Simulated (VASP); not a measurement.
These are PBEsol GGA with spin-orbit coupling, VASP's PBE PAW potentials (set 64) (plane waves; VASP 6.6.1) values and carry that method's errors.

Input for VASP

### INCAR
```
# general
SYSTEM       =ErBi2ClO4
PREC         =Accurate
ENCUT        =400   # plane-wave cut-off (eV)
LREAL        =F
LASPH        =T   # aspherical one-centre terms

# electronic loop
EDIFF        =1E-6   # SCF stop (eV)
NELM         =100
ALGO         =Normal
LMAXMIX      =6

# smearing
ISMEAR       =0   # Gaussian
SIGMA        =0.136   # width (eV)

# functional
GGA          =PS   # PBEsol
GGA_COMPAT   =F

# spin
MAGMOM       =2*0.0 3.0 21*0.0
LSORBIT      =T
LNONCOLLINEAR=T

# ions
ISIF         =2

# output
LWAVE        =F
LCHARG       =F
LORBIT       =11
```

### KPOINTS
```
Automatic mesh
0
Gamma
3 3 2
0 0 0
```

File POSCAR:
```
ErBi2ClO4
1.0
  3.8413000000   0.0000000000   0.0000000000
  0.0000000000   3.8413000000   0.0000000000
  0.0000000000   0.0000000000   8.8770000000
Er O Bi Cl
1 4 2 1
Cart
  0.0000000000   0.0000000000   0.0000000000
  1.9206500000   0.0000000000   7.5276960000
  0.0000000000   1.9206500000   7.5276960000
  1.9206500000   0.0000000000   1.3493040000
  0.0000000000   1.9206500000   1.3493040000
  1.9206500000   1.9206500000   6.3878892000
  1.9206500000   1.9206500000   2.4891108000
  0.0000000000   0.0000000000   4.4385000000
```

POTCAR, in this order: Er O Bi_d Cl (PBE.64 set). Program: vasp_ncl.

The resulting files:

### OUTCAR
```
 ion  position               nearest neighbor table
   1  0.000  0.000  0.000-   2 2.35   3 2.35   4 2.35   5 2.35   3 2.35   5 2.35   2 2.35   4 2.35
                             6 3.68   7 3.68   6 3.68   7 3.68   6 3.68   7 3.68   6 3.68   7 3.68
   2  0.500  0.000  0.848-   6 2.23   6 2.23   1 2.35   1 2.35
   3  0.000  0.500  0.848-   6 2.23   6 2.23   1 2.35   1 2.35
   4  0.500  0.000  0.152-   7 2.23   7 2.23   1 2.35   1 2.35
   5  0.000  0.500  0.152-   7 2.23   7 2.23   1 2.35   1 2.35
   6  0.500  0.500  0.720-   2 2.23   3 2.23   2 2.23   3 2.23   1 3.68   1 3.68   1 3.68   1 3.68
                             7 3.90
   7  0.500  0.500  0.280-   4 2.23   5 2.23   4 2.23   5 2.23   1 3.68   1 3.68   1 3.68   1 3.68
                             6 3.90
   8  0.000  0.000  0.500-
  LATTYP: Found a simple tetragonal cell.
 ALAT       =     3.8413000000
 C/A-ratio  =     2.3109364017
 Subroutine PRICEL returns:
 Original cell was already a primitive cell.
 Subroutine GETGRP returns: Found 16 space group operations
The static configuration has the point symmetry D_4h.
The dynamic configuration has the point symmetry D_4h.
 Subroutine GETGRP returns: Found  8 space group operations
The overall configuration has the point symmetry C_4h.
 Subroutine INISYM returns: Found  8 space group operations
 Subroutine IBZKPT returns following result:
 Found      6 irreducible k-points:
...
```

**OSZICAR**
```
...
DAV:  12    -0.736604838240E+02    0.33751E+02   -0.15827E+01  2088   0.167E+02    0.673E+02
DAV:  13    -0.515202249940E+02    0.22140E+02   -0.31654E+01  2176   0.208E+02    0.363E+02
DAV:  14    -0.538407716159E+02   -0.23205E+01   -0.27798E+01  2256   0.255E+01    0.219E+02
DAV:  15    -0.551440640602E+02   -0.13033E+01   -0.94674E+00  2416   0.331E+01    0.174E+02
DAV:  16    -0.552867292581E+02   -0.14267E+00   -0.19968E+00  2432   0.240E+01    0.175E+02
DAV:  17    -0.555301159356E+02   -0.24339E+00   -0.12695E+00  2432   0.116E+01    0.208E+02
DAV:  18    -0.559187041123E+02   -0.38859E+00   -0.12831E+00  2448   0.799E+00    0.236E+02
DAV:  19    -0.559613957941E+02   -0.42692E-01   -0.76355E-01  2320   0.341E+00    0.246E+02
DAV:  20    -0.560243445008E+02   -0.62949E-01   -0.86501E-02  2336   0.241E+00    0.250E+02
DAV:  21    -0.559116737909E+02    0.11267E+00   -0.82363E-02  2168   0.242E+00    0.255E+02
DAV:  22    -0.554436291533E+02    0.46804E+00   -0.11776E+00  2072   0.227E+01    0.245E+02
DAV:  23    -0.548540585696E+02    0.58957E+00   -0.10213E+01  1984   0.109E+02    0.213E+02
DAV:  24    -0.556804264467E+02   -0.82637E+00   -0.16764E+00  2136   0.191E+01    0.211E+02
DAV:  25    -0.557352365350E+02   -0.54810E-01   -0.39683E-01  2432   0.543E+00    0.213E+02
DAV:  26    -0.557810369248E+02   -0.45800E-01   -0.13058E-01  2424   0.277E+00    0.205E+02
DAV:  27    -0.554793853440E+02    0.30165E+00   -0.47503E-01  1968   0.222E+01    0.216E+02
DAV:  28    -0.596749971202E+02   -0.41956E+01   -0.18763E+01  1832   0.122E+02    0.200E+02
DAV:  29    -0.576770530369E+02    0.19979E+01   -0.26622E-01  1808   0.377E+01    0.211E+02
DAV:  30    -0.569517491363E+02    0.72530E+00   -0.24566E-01  2224   0.173E+01    0.222E+02
DAV:  31    -0.589173067991E+02   -0.19656E+01   -0.15637E+00  1816   0.474E+01    0.225E+02
DAV:  32    -0.597978375688E+02   -0.88053E+00   -0.19702E-01  2296   0.131E+01    0.242E+02
DAV:  33    -0.600246192299E+02   -0.22678E+00   -0.87151E-02  2328   0.387E+00    0.241E+02
DAV:  34    -0.595756593588E+02    0.44896E+00   -0.28147E-02  2320   0.780E+00    0.248E+02
DAV:  35    -0.597592108543E+02   -0.18355E+00   -0.18213E-02  2200   0.985E+00    0.284E+02
DAV:  36    -0.600782336800E+02   -0.31902E+00   -0.26569E-02  2354   0.742E+00    0.301E+02
DAV:  37    -0.600613487068E+02    0.16885E-01   -0.19064E-02  2392   0.994E-01    0.302E+02
DAV:  38    -0.597996074782E+02    0.26174E+00   -0.55994E-03  2064   0.643E+00    0.307E+02
DAV:  39    -0.602193762141E+02   -0.41977E+00   -0.82259E-03  2232   0.839E+00    0.333E+02
DAV:  40    -0.600478318090E+02    0.17154E+00   -0.11323E-02  2320   0.379E+00    0.352E+02
DAV:  41    -0.605188345434E+02   -0.47100E+00   -0.12571E-02  2208   0.107E+01    0.315E+02
DAV:  42    -0.603608992344E+02    0.15794E+00   -0.10794E-01  2272   0.423E+00    0.245E+02
DAV:  43    -0.595078775516E+02    0.85302E+00   -0.63600E-02  2088   0.127E+01    0.220E+02
DAV:  44    -0.581280931795E+02    0.13798E+01   -0.11718E-01  1816   0.287E+01    0.217E+02
DAV:  45    -0.572146396423E+02    0.91345E+00   -0.15977E-01  2032   0.223E+01    0.198E+02
DAV:  46    -0.572869757767E+02   -0.72336E-01   -0.38919E-02  2320   0.288E+00    0.180E+02
DAV:  47    -0.572373260320E+02    0.49650E-01   -0.99478E-03  2392   0.153E+00    0.186E+02
DAV:  48    -0.576808743703E+02   -0.44355E+00   -0.50128E-02  1928   0.106E+01    0.187E+02
DAV:  49    -0.576683027022E+02    0.12572E-01   -0.28698E-02  2138   0.102E+01    0.178E+02
DAV:  50    -0.575801003591E+02    0.88202E-01   -0.29734E-02  2240   0.351E+00    0.182E+02
DAV:  51    -0.546027587309E+02    0.29773E+01   -0.76639E+00  2042   0.101E+02    0.186E+02
DAV:  52    -0.551988494453E+02   -0.59609E+00   -0.19930E+00  2296   0.242E+01    0.233E+02
DAV:  53    -0.554047803603E+02   -0.20593E+00   -0.45295E-01  2384   0.188E+01    0.236E+02
DAV:  54    -0.554950831748E+02   -0.90303E-01   -0.27013E-01  2336   0.491E+00    0.249E+02
DAV:  55    -0.555488605479E+02   -0.53777E-01   -0.20387E-01  2288   0.218E+01    0.230E+02
DAV:  56    -0.565362967941E+02   -0.98744E+00   -0.61394E+00  1896   0.170E+02    0.219E+02
DAV:  57    -0.566099409942E+02   -0.73644E-01   -0.69443E+00  2264   0.392E+01    0.250E+02
DAV:  58    -0.569507377382E+02   -0.34080E+00   -0.29577E+00  2408   0.136E+01    0.241E+02
DAV:  59    -0.570218721942E+02   -0.71134E-01   -0.62250E-01  2440   0.863E+00    0.233E+02
DAV:  60    -0.575942353481E+02   -0.57236E+00   -0.49269E-01  2224   0.111E+01    0.216E+02
DAV:  61    -0.636838214057E+02   -0.60896E+01   -0.17946E+01  2184   0.352E+01    0.219E+02
DAV:  62    -0.583868005876E+02    0.52970E+01   -0.12540E+00  2056   0.371E+01    0.205E+02
DAV:  63    -0.558095257267E+02    0.25773E+01   -0.16778E+01  2176   0.401E+01    0.188E+02
DAV:  64    -0.551558932745E+02    0.65363E+00   -0.64635E-01  2216   0.185E+01    0.169E+02
DAV:  65    -0.553195039673E+02   -0.16361E+00   -0.46034E+00  2250   0.163E+01    0.138E+02
DAV:  66    -0.583564522110E+02   -0.30369E+01   -0.84651E+00  2240   0.525E+01    0.164E+02
DAV:  67    -0.592639082129E+02   -0.90746E+00   -0.16148E+00  2200   0.137E+01    0.217E+02
DAV:  68    -0.598061007885E+02   -0.54219E+00   -0.37184E-01  2400   0.523E+00    0.233E+02
DAV:  69    -0.606435226350E+02   -0.83742E+00   -0.10144E+00  2232   0.974E+00    0.241E+02
DAV:  70    -0.601894308597E+02    0.45409E+00   -0.27632E-01  2280   0.121E+01    0.241E+02
DAV:  71    -0.541534242930E+02    0.60360E+01   -0.37885E+00  2256   0.429E+01    0.169E+02
DAV:  72    -0.537141403101E+02    0.43928E+00   -0.30489E+00  2252   0.304E+01    0.131E+02
DAV:  73    -0.532776813773E+02    0.43646E+00   -0.97086E-01  2376   0.133E+01    0.137E+02
DAV:  74    -0.512810450985E+02    0.19966E+01   -0.14710E+00  2032   0.360E+01    0.146E+02
DAV:  75    -0.513802641029E+02   -0.99219E-01   -0.18498E-01  2328   0.328E+00    0.147E+02
DAV:  76    -0.563278153232E+02   -0.49476E+01   -0.40387E+00  1992   0.809E+01    0.163E+02
DAV:  77    -0.570781271869E+02   -0.75031E+00   -0.13133E+00  2364   0.316E+01    0.144E+02
DAV:  78    -0.568215659489E+02    0.25656E+00   -0.43184E-01  2378   0.130E+01    0.132E+02
DAV:  79    -0.559941956689E+02    0.82737E+00   -0.18667E+00  2112   0.116E+01    0.104E+02
DAV:  80    -0.558278495800E+02    0.16635E+00   -0.44243E-01  2296   0.114E+01    0.957E+01
DAV:  81    -0.550852175046E+02    0.74263E+00   -0.12134E+00  2226   0.321E+01    0.121E+02
DAV:  82    -0.550939586739E+02   -0.87412E-02   -0.56064E-01  2304   0.120E+01    0.118E+02
DAV:  83    -0.554194309416E+02   -0.32547E+00   -0.18835E-01  2256   0.159E+01    0.111E+02
DAV:  84    -0.554932505759E+02   -0.73820E-01   -0.20068E-01  2368   0.120E+01    0.103E+02
DAV:  85    -0.553871055955E+02    0.10614E+00   -0.49596E-01  2322   0.108E+01    0.817E+01
DAV:  86    -0.553638219575E+02    0.23284E-01   -0.78397E-01  2240   0.149E+01    0.390E+01
DAV:  87    -0.553102546680E+02    0.53567E-01   -0.13919E-01  2310   0.759E+00    0.367E+01
DAV:  88    -0.552807944991E+02    0.29460E-01   -0.42238E-02  2272   0.656E+00    0.382E+01
DAV:  89    -0.552852636111E+02   -0.44691E-02   -0.90118E-02  2136   0.109E+01    0.406E+01
DAV:  90    -0.552324144972E+02    0.52849E-01   -0.70592E-02  2128   0.115E+01    0.443E+01
DAV:  91    -0.550528315518E+02    0.17958E+00   -0.25458E-01  2176   0.148E+01    0.567E+01
DAV:  92    -0.550606853195E+02   -0.78538E-02   -0.67290E-02  2360   0.760E+00    0.509E+01
DAV:  93    -0.550861432460E+02   -0.25458E-01   -0.19657E-02  2360   0.654E+00    0.477E+01
DAV:  94    -0.551249252987E+02   -0.38782E-01   -0.29779E-02  2240   0.782E+00    0.434E+01
DAV:  95    -0.551298810960E+02   -0.49558E-02   -0.16573E-02  2376   0.349E+00    0.408E+01
DAV:  96    -0.551420479538E+02   -0.12167E-01   -0.24322E-02  2296   0.423E+00    0.363E+01
DAV:  97    -0.551100295393E+02    0.32018E-01   -0.13542E-02  2088   0.108E+01    0.341E+01
DAV:  98    -0.550945886235E+02    0.15441E-01   -0.13877E-02  2272   0.487E+00    0.323E+01
DAV:  99    -0.550929100944E+02    0.16785E-02   -0.10197E-02  2384   0.151E+00    0.322E+01
DAV: 100    -0.550902525971E+02    0.26575E-02   -0.17165E-03  2440   0.108E+00
   1 F= -.55090253E+02 E0= -.55083589E+02  d E =-.133269E-01  mag=    -0.0000    -0.0000     2.6549
```

OUTCAR:
```
------------------------ aborting loop EDIFF was not reached (unconverged)  ----------------------------
  FORCE on cell =-STRESS in cart. coord.  units (eV):
  Direction    XX          YY          ZZ          XY          YZ          ZX
  --------------------------------------------------------------------------------------
  Total       -1.1376833     -1.1376833     -6.2396322     -0.0000098      0.0000000     -0.0000000
  in kB      -13.9158363    -13.9158363    -76.3215005     -0.0001200      0.0000000     -0.0000000
  external PRESSURE =     -34.7177243 kB  Pullay stress =       0.0000000 kB
  volume of cell :      130.99
      direct lattice vectors                 reciprocal lattice vectors
     3.841300000  0.000000000  0.000000000     0.260328535  0.000000000  0.000000000
     0.000000000  3.841300000  0.000000000     0.000000000  0.260328535  0.000000000
     0.000000000  0.000000000  8.877000000     0.000000000  0.000000000  0.112650670
 POSITION                                       TOTAL-FORCE (eV/Angst)
 -----------------------------------------------------------------------------------
      0.00000      0.00000      0.00000        -0.000000     -0.000000     -0.000000
      1.92065      0.00000      7.52770         0.000000     -0.000000     -0.185382
      0.00000      1.92065      7.52770        -0.000000     -0.000000     -0.185382
      1.92065      0.00000      1.34930         0.000000     -0.000000      0.185382
      0.00000      1.92065      1.34930        -0.000000     -0.000000      0.185382
      1.92065      1.92065      6.38789        -0.000000      0.000000      0.123093
      1.92065      1.92065      2.48911        -0.000000     -0.000000     -0.123093
      0.00000      0.00000      4.43850        -0.000000     -0.000000     -0.000000
 -----------------------------------------------------------------------------------
    total drift:                                0.000000      0.000000      0.000000
  FREE ENERGIE OF THE ION-ELECTRON SYSTEM (eV)
  ---------------------------------------------------
  free  energy   TOTEN  =       -55.0902525971 eV

  energy  without entropy=      -55.0769257009  energy(sigma->0) =      -55.08358915

 total charge

# of ion       s       p       d       f       tot
--------------------------------------------------
    1        2.071   5.886   0.464  11.041  19.461
    2        1.592   3.422   0.000   0.000   5.014
    3        1.592   3.422   0.000   0.000   5.014
    4        1.592   3.422   0.000   0.000   5.014
    5        1.592   3.422   0.000   0.000   5.014
    6        1.582   1.008  10.036   0.000  12.627
    7        1.582   1.008  10.036   0.000  12.627
    8        1.590   3.473   0.000   0.000   5.063
--------------------------------------------------
tot         13.192  25.065  20.536  11.041  69.834

 magnetization (x)

# of ion       s       p       d       f       tot
--------------------------------------------------
    1        0.000  -0.000   0.000  -0.000  -0.000
    2        0.000   0.000   0.000   0.000   0.000
    3        0.000   0.000   0.000   0.000   0.000
    4        0.000   0.000   0.000   0.000   0.000
    5        0.000   0.000   0.000   0.000   0.000
    6        0.000   0.000   0.000   0.000   0.000
    7        0.000   0.000   0.000   0.000   0.000
    8        0.000   0.000   0.000   0.000   0.000
--------------------------------------------------
tot          0.000  -0.000   0.000  -0.000   0.000

 magnetization (y)

# of ion       s       p       d       f       tot
--------------------------------------------------
    1        0.000   0.000  -0.000   0.000  -0.000
    2        0.000   0.000   0.000   0.000   0.000
    3        0.000   0.000   0.000   0.000   0.000
    4        0.000   0.000   0.000   0.000   0.000
    5        0.000   0.000   0.000   0.000   0.000
    6        0.000   0.000   0.000   0.000   0.000
    7        0.000   0.000   0.000   0.000   0.000
    8        0.000   0.000   0.000   0.000   0.000
--------------------------------------------------
tot          0.000   0.000   0.000   0.000   0.000

 magnetization (z)

# of ion       s       p       d       f       tot
--------------------------------------------------
    1       -0.000  -0.018   0.014   2.772   2.767
    2        0.002   0.031   0.000   0.000   0.032
    3        0.002   0.031   0.000   0.000   0.032
    4        0.002   0.031   0.000   0.000   0.032
    5        0.002   0.031   0.000   0.000   0.032
    6        0.000  -0.004  -0.000   0.000  -0.004
    7        0.000  -0.004  -0.000   0.000  -0.004
    8        0.000   0.002   0.000   0.000   0.003
--------------------------------------------------
tot          0.007   0.100   0.013   2.772   2.892

 Ion:    1  E_soc:     -2.2940849

 Ion:    2  E_soc:     -0.0007466

 Ion:    3  E_soc:     -0.0007466

 Ion:    4  E_soc:     -0.0007466

 Ion:    5  E_soc:     -0.0007466

 Ion:    6  E_soc:     -1.1007077

 Ion:    7  E_soc:     -1.1007077

 Ion:    8  E_soc:     -0.0025816
```
(Selected blocks of OUTCAR.)

stdout:
```
...
DAV:  81    -0.550852175046E+02    0.74263E+00   -0.12134E+00  2226   0.321E+01    0.121E+02
DAV:  82    -0.550939586739E+02   -0.87412E-02   -0.56064E-01  2304   0.120E+01    0.118E+02
DAV:  83    -0.554194309416E+02   -0.32547E+00   -0.18835E-01  2256   0.159E+01    0.111E+02
DAV:  84    -0.554932505759E+02   -0.73820E-01   -0.20068E-01  2368   0.120E+01    0.103E+02
DAV:  85    -0.553871055955E+02    0.10614E+00   -0.49596E-01  2322   0.108E+01    0.817E+01
DAV:  86    -0.553638219575E+02    0.23284E-01   -0.78397E-01  2240   0.149E+01    0.390E+01
DAV:  87    -0.553102546680E+02    0.53567E-01   -0.13919E-01  2310   0.759E+00    0.367E+01
DAV:  88    -0.552807944991E+02    0.29460E-01   -0.42238E-02  2272   0.656E+00    0.382E+01
DAV:  89    -0.552852636111E+02   -0.44691E-02   -0.90118E-02  2136   0.109E+01    0.406E+01
DAV:  90    -0.552324144972E+02    0.52849E-01   -0.70592E-02  2128   0.115E+01    0.443E+01
DAV:  91    -0.550528315518E+02    0.17958E+00   -0.25458E-01  2176   0.148E+01    0.567E+01
DAV:  92    -0.550606853195E+02   -0.78538E-02   -0.67290E-02  2360   0.760E+00    0.509E+01
DAV:  93    -0.550861432460E+02   -0.25458E-01   -0.19657E-02  2360   0.654E+00    0.477E+01
DAV:  94    -0.551249252987E+02   -0.38782E-01   -0.29779E-02  2240   0.782E+00    0.434E+01
DAV:  95    -0.551298810960E+02   -0.49558E-02   -0.16573E-02  2376   0.349E+00    0.408E+01
DAV:  96    -0.551420479538E+02   -0.12167E-01   -0.24322E-02  2296   0.423E+00    0.363E+01
DAV:  97    -0.551100295393E+02    0.32018E-01   -0.13542E-02  2088   0.108E+01    0.341E+01
DAV:  98    -0.550945886235E+02    0.15441E-01   -0.13877E-02  2272   0.487E+00    0.323E+01
DAV:  99    -0.550929100944E+02    0.16785E-02   -0.10197E-02  2384   0.151E+00    0.322E+01
DAV: 100    -0.550902525971E+02    0.26575E-02   -0.17165E-03  2440   0.108E+00

 -----------------------------------------------------------------------------
|                                                                             |
|           W    W    AA    RRRRR   N    N  II  N    N   GGGG   !!!           |
|           W    W   A  A   R    R  NN   N  II  NN   N  G    G  !!!           |
|           W    W  A    A  R    R  N N  N  II  N N  N  G       !!!           |
|           W WW W  AAAAAA  RRRRR   N  N N  II  N  N N  G  GGG   !            |
|           WW  WW  A    A  R   R   N   NN  II  N   NN  G    G                |
|           W    W  A    A  R    R  N    N  II  N    N   GGGG   !!!           |
|                                                                             |
|     The electronic self-consistency was not achieved in the given           |
|     number of steps (NELM). The forces and other quantities evaluated       |
|     might not be reliable so examine the results carefully. If you find     |
|     spurious results, we suggest increasing NELM, if you were close to      |
|     convergence or switching to a different ALGO or adjusting the           |
|     density mixing parameters otherwise.                                    |
|                                                                             |
 -----------------------------------------------------------------------------

   1 F= -.55090253E+02 E0= -.55083589E+02  d E =-.133269E-01  mag=    -0.0000    -0.0000     2.6549
```

Convergence was not reached.

At this cut-off the stress carries a Pulay error, which pulls relaxed volumes low.

The structure comes from a measured ErBi2ClO4 entry of the Crystallography Open Database, whose conditions weren't checked. The cell was not relaxed at this level. The k-mesh is coarse (spacing up to 0.55 per Å, 2π included), so the numbers may not be converged in it. The run is one of a series of settings (GGA_COMPAT = .FALSE., ISPIN removed, LNONCOLLINEAR = .TRUE., LSORBIT = .TRUE., MAGMOM = 0.0 0.0 3.0 0.0 0.0 0.0 0.0 0.0 0.0 0.0 0.0 0.0 0.0 0.0 0.0 0.0 0.0 0.0 0.0 0.0 0.0 0.0 0.0 0.0, program vasp_ncl against the base run), some of them coarse on purpose.
